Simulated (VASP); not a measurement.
Input:

```xyz
2
Lattice="1.1450 -1.9832 0.0000 1.1450 1.9832 0.0000 0.0000 0.0000 3.5800" Properties=species:S:1:pos:R:3 pbc="T T T"
Be     1.1450     0.6611     0.8950
Be     1.1450    -0.6611     2.6850
```

Level of theory: MS2 meta-GGA, VASP's PBE PAW potentials (set 64) (plane waves; VASP). Run with 520 eV cut-off, 16×16×9 Γ-centred mesh, first-order Methfessel-Paxton smearing of 0.10 eV, potentials Be.

Energy and stress use the plane-wave basis of the starting cell.

Task: The ions, cell shape and volume are relaxed. Give the cell that the relaxation ends in.

Result: 
```xyz
2
Lattice="1.1307 -1.9584 0.0000 1.1307 1.9584 0.0000 0.0000 0.0000 3.5431" Properties=species:S:1:pos:R:3 pbc="T T T"
Be     1.1307     0.6528     0.8858
Be     1.1307    -0.6528     2.6573
```
Space group P6_3/mmc (194), at a tolerance of 0.03 Å.

Task: How do energy and volume change from the first to the last step?

Result: The energy (σ→0) changes by -3.9 meV/atom and the volume by -3.5 %, in 4 ionic steps.

The compound is Be in the hcp structure. This run relaxes it. Symmetry was kept, so distortions that lower it aren't found.
